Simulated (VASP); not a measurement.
Input:

```
CELL_PARAMETERS angstrom
      0.00000     3.38358     3.38358
      3.38358     0.00000     3.38358
      3.38358     3.38358     0.00000
ATOMIC_POSITIONS crystal
  In 0.00000 0.00000 0.00000
  In 0.25000 0.25000 0.25000
  Li 0.50000 0.50000 0.50000
  Li 0.75000 0.75000 0.75000
```

Method: PBEsol GGA, VASP's PBE PAW potentials (set 64) (plane waves; VASP 6.6.1). Settings: 520 eV cut-off, Gaussian smearing of 0.050 eV, potentials In_d Li_sv.

Unless said otherwise, spin-orbit coupling is left out, though it shifts the bands of the heavy elements here.

Problem. Estimate the band gap (along the path) with the smallest direct gap where there is one.

Solution. 
```yaml
band gap (along the path): none (metal, semimetal or under 0.01 eV)
```

Only differences to runs with the same potentials and settings are physical.

The structure comes from a measured LiIn entry (Fd-3m) of the Crystallography Open Database, whose conditions weren't checked. It was relaxed first.
